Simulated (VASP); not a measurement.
Computed with PBEsol GGA, VASP's PBE PAW potentials (set 64) (plane waves; VASP 6.6.1).

A VASP calculation is set up with these files.

**POSCAR**
```
Al2Ga2As4
1
    5.6550000000     0.0000000000     0.0000000000
    0.0000000000     5.6550000000     0.0000000000
    0.0000000000     0.0000000000     5.6550000000
Ga As Al
2 4 2
Direct
  0.0000000000   0.0000000000   0.0000000000
  0.5000000000   0.5000000000   0.0000000000
  0.2500000000   0.2500000000   0.2500000000
  0.7500000000   0.7500000000   0.2500000000
  0.7500000000   0.2500000000   0.7500000000
  0.2500000000   0.7500000000   0.7500000000
  0.5000000000   0.0000000000   0.5000000000
  0.0000000000   0.5000000000   0.5000000000
```

**KPOINTS**
```
Automatic mesh
0
Gamma
4 4 4
0 0 0
```

INCAR:
```
ISMEAR = 0   # Gaussian
NSW = 60
EDIFF = 1E-6   # SCF stop (eV)
PREC = Accurate
LREAL = .FALSE.
ENCUT = 400
NELM = 100
EDIFFG = -0.01   # ionic stop
SIGMA = 0.05
LWAVE = .FALSE.
ISIF = 3   # ions, shape and volume
LCHARG = .FALSE.
ALGO = Normal   # blocked Davidson
IBRION = 2   # conjugate gradients
SYSTEM = Al2Ga2As4
LMAXMIX = 4
GGA = PS   # PBEsol
LASPH = .TRUE.
```

POTCAR, in this order: Ga_d As Al (PBE.64 set). Program: vasp_std.

Output

### OSZICAR
```
       N       E                     dE             d eps       ncg     rms          rms(c)
DAV:   1     0.317043657451E+03    0.31704E+03   -0.20024E+04  1163   0.160E+03
DAV:   2     0.466575173913E+01   -0.31238E+03   -0.30515E+03  1247   0.384E+02
DAV:   3    -0.373587084014E+02   -0.42024E+02   -0.39898E+02  1286   0.118E+02
DAV:   4    -0.391603770213E+02   -0.18017E+01   -0.17943E+01  1444   0.264E+01
DAV:   5    -0.392026647472E+02   -0.42288E-01   -0.42258E-01  1388   0.372E+00    0.627E+00
DAV:   6    -0.384164037411E+02    0.78626E+00   -0.13414E+00  1673   0.140E+01    0.354E+00
DAV:   7    -0.382640019960E+02    0.15240E+00   -0.76913E-01  1359   0.396E+00    0.117E+00
DAV:   8    -0.382583561995E+02    0.56458E-02   -0.91441E-02  1437   0.350E+00    0.272E-01
DAV:   9    -0.382583113769E+02    0.44823E-04   -0.82212E-03  1478   0.136E+00    0.735E-02
DAV:  10    -0.382584610507E+02   -0.14967E-03   -0.98436E-04  1342   0.235E-01    0.381E-02
DAV:  11    -0.382585565730E+02   -0.95522E-04   -0.17910E-04  1475   0.724E-02    0.110E-02
DAV:  12    -0.382585555978E+02    0.97515E-06   -0.11279E-05  1245   0.220E-02    0.642E-03
DAV:  13    -0.382585558932E+02   -0.29542E-06   -0.22771E-06   953   0.144E-02
   1 F= -.38258556E+02 E0= -.38258556E+02  d E =-.382586E+02
       N       E                     dE             d eps       ncg     rms          rms(c)
DAV:   1    -0.383028680253E+02   -0.44312E-01   -0.66343E-01  1601   0.106E+01    0.116E+00
DAV:   2    -0.382706095576E+02    0.32258E-01   -0.84718E-02  1601   0.423E+00    0.556E-01
DAV:   3    -0.382616104270E+02    0.89991E-02   -0.16137E-02  1593   0.157E+00    0.108E-01
DAV:   4    -0.382608572173E+02    0.75321E-03   -0.19860E-03  1377   0.492E-01    0.453E-02
DAV:   5    -0.382607612188E+02    0.95999E-04   -0.15240E-04  1429   0.130E-01    0.164E-02
DAV:   6    -0.382607553847E+02    0.58341E-05   -0.49619E-05  1516   0.955E-02    0.819E-03
DAV:   7    -0.382607558354E+02   -0.45076E-06   -0.34620E-06  1202   0.111E-02
   2 F= -.38260756E+02 E0= -.38260756E+02  d E =-.219994E-02
       N       E                     dE             d eps       ncg     rms          rms(c)
DAV:   1    -0.382648555977E+02   -0.41002E-02   -0.56168E-02  1608   0.302E+00    0.344E-01
DAV:   2    -0.382620604501E+02    0.27951E-02   -0.74447E-03  1586   0.130E+00    0.162E-01
DAV:   3    -0.382613035862E+02    0.75686E-03   -0.13162E-03  1592   0.446E-01    0.332E-02
DAV:   4    -0.382612406079E+02    0.62978E-04   -0.16899E-04  1363   0.140E-01    0.131E-02
DAV:   5    -0.382612336771E+02    0.69308E-05   -0.12726E-05  1444   0.368E-02    0.434E-03
DAV:   6    -0.382612333030E+02    0.37405E-06   -0.48656E-06  1108   0.315E-02
   3 F= -.38261233E+02 E0= -.38261233E+02  d E =-.267741E-02
```

### OUTCAR
```
------------------------ aborting loop because EDIFF is reached ----------------------------------------
  FORCE on cell =-STRESS in cart. coord.  units (eV):
  Direction    XX          YY          ZZ          XY          YZ          ZX
  --------------------------------------------------------------------------------------
  Total       -0.0108451     -0.0108451     -0.0505024      0.0000000      0.0000000      0.0000000
  in kB       -0.0953036     -0.0953036     -0.4438012      0.0000000      0.0000000      0.0000000
  external PRESSURE =      -0.2114695 kB  Pullay stress =       0.0000000 kB
  volume of cell :      182.32
      direct lattice vectors                 reciprocal lattice vectors
     5.670815930  0.000000000  0.000000000     0.176341467  0.000000000  0.000000000
     0.000000000  5.670815930  0.000000000     0.000000000  0.176341467 -0.000000000
     0.000000000  0.000000000  5.669480776     0.000000000 -0.000000000  0.176382995
 POSITION                                       TOTAL-FORCE (eV/Angst)
 -----------------------------------------------------------------------------------
      0.00000      0.00000      0.00000         0.000000     -0.000000     -0.000000
      2.83541      2.83541      0.00000         0.000000     -0.000000      0.000000
      1.41770      1.41770      1.41743        -0.000000      0.000000      0.002417
      4.25311      4.25311      1.41743         0.000000      0.000000      0.002417
      4.25311      1.41770      4.25205        -0.000000     -0.000000     -0.002417
      1.41770      4.25311      4.25205        -0.000000     -0.000000     -0.002417
      2.83541      0.00000      2.83474         0.000000     -0.000000     -0.000000
      0.00000      2.83541      2.83474         0.000000     -0.000000      0.000000
 -----------------------------------------------------------------------------------
    total drift:                                0.000000     -0.000000     -0.000000
  FREE ENERGIE OF THE ION-ELECTRON SYSTEM (eV)
  ---------------------------------------------------
  free  energy   TOTEN  =       -38.2612333030 eV

  energy  without entropy=      -38.2612333030  energy(sigma->0) =      -38.26123330

 reached required accuracy - stopping structural energy minimisation
```
(Selected blocks of OUTCAR.)

CONTCAR:
```
Al2Ga2As4
   1.00000000000000
     5.6708159299164071    0.0000000000000000    0.0000000000000000
     0.0000000000000000    5.6708159299164071    0.0000000000000000
     0.0000000000000000    0.0000000000000000    5.6694807756060213
  Ga              As              Al
     2     4     2
Direct
     0.0000000000000000    0.0000000000000000    0.0000000000000000
     0.5000000000000000    0.5000000000000000    0.0000000000000000
     0.2500000000000000    0.2500000000000000    0.2500114206192014
     0.7500000000000000    0.7500000000000000    0.2500114206192014
     0.7500000000000000    0.2500000000000000    0.7499885793807985
     0.2500000000000000    0.7500000000000000    0.7499885793807985
     0.5000000000000000    0.0000000000000000    0.5000000000000000
     0.0000000000000000    0.5000000000000000    0.5000000000000000
```

The structure was generated: Al2Ga2As4 was put into an ordered model structure (P-4m2), which need not be its known phase. This run relaxes it. Symmetry was kept, so distortions that lower it aren't found.
